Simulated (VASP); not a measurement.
Calculation: optB88-vdW, VASP's PBE PAW potentials (set 64) (plane waves; VASP).

VASP ran on this input.

File POSCAR:
```
Bi2Te3
1
    4.4472157288    -0.0000000000    -0.0000000000
   -2.2236078643     3.8514015163     0.0000000000
   -0.0000000000     0.0000000000    31.0519312708
Bi Te
6 9
Direct
  0.3333330000   0.6666670000   0.2672782516
  0.3333330000   0.6666670000   0.0660557484
  0.0000000000   0.0000000000   0.6006112516
  0.0000000000   0.0000000000   0.3993887484
  0.6666670000   0.3333330000   0.9339442516
  0.6666670000   0.3333330000   0.7327217484
  0.0000000000   0.0000000000   0.0000000000
  0.6666670000   0.3333330000   0.1221878054
  0.0000000000   0.0000000000   0.2111451946
  0.6666670000   0.3333330000   0.3333330000
  0.3333330000   0.6666670000   0.4555218054
  0.6666670000   0.3333330000   0.5444781946
  0.3333330000   0.6666670000   0.6666670000
  1.0000000000   0.0000000000   0.7888548054
  0.3333330000   0.6666670000   0.8778121946
```

### INCAR
```
SYSTEM = Bi2Te3
PREC = Accurate
ENCUT = 480
EDIFF = 1E-6
NELM = 100
ALGO = Normal
LREAL = Auto
LASPH = .TRUE.
ISMEAR = 0
SIGMA = 0.05
GGA = BO
PARAM1 = 0.1833333333
PARAM2 = 0.22
LUSE_VDW = .TRUE.
AGGAC = 0.0
LMAXMIX = 4
LWAVE = .FALSE.
LCHARG = .FALSE.
IBRION = 2
ISIF = 3
NSW = 60
EDIFFG = -0.02
```

**KPOINTS**
```
K-points
0
Gamma
  5 5 1
```

POTCAR, in this order: Bi_d Te (PBE.64 set). Program: vasp_std.

Unless said otherwise, spin-orbit coupling is left out, though it shifts the bands of the heavy elements here.

Problem. Estimate the energy per atom (σ→0), volume per atom, band gap (on the k-mesh).

Solution. 
```
Quantity                           Value
------------------------  --------------
energy per atom (σ→0)     -1.183 eV/atom
band gap (on the k-mesh)         0.31 eV
volume per atom            35.48 Å³/atom
```

File OSZICAR:
```
...
DAV:   1    -0.177429442622E+02   -0.22504E-03   -0.10245E-01   930   0.108E+00    0.107E-01
DAV:   2    -0.177430995045E+02   -0.15524E-03   -0.45573E-03  1096   0.289E-01    0.506E-02
DAV:   3    -0.177430287814E+02    0.70723E-04   -0.30338E-04  1090   0.100E-01    0.264E-02
DAV:   4    -0.177430227753E+02    0.60061E-05   -0.46312E-05  1064   0.343E-02    0.163E-02
DAV:   5    -0.177430208690E+02    0.19063E-05   -0.60847E-06   796   0.919E-03    0.114E-02
DAV:   6    -0.177430194211E+02    0.14480E-05   -0.14394E-06   576   0.733E-03    0.431E-03
DAV:   7    -0.177430195872E+02   -0.16611E-06   -0.90805E-07   502   0.591E-03
   3 F= -.17743020E+02 E0= -.17743020E+02  d E =-.746648E-03
```

The compound is Bi2Te3 in the tetradymite structure. This run relaxes it. Symmetry was kept, so distortions that lower it aren't found. The start is the result of an earlier pass.
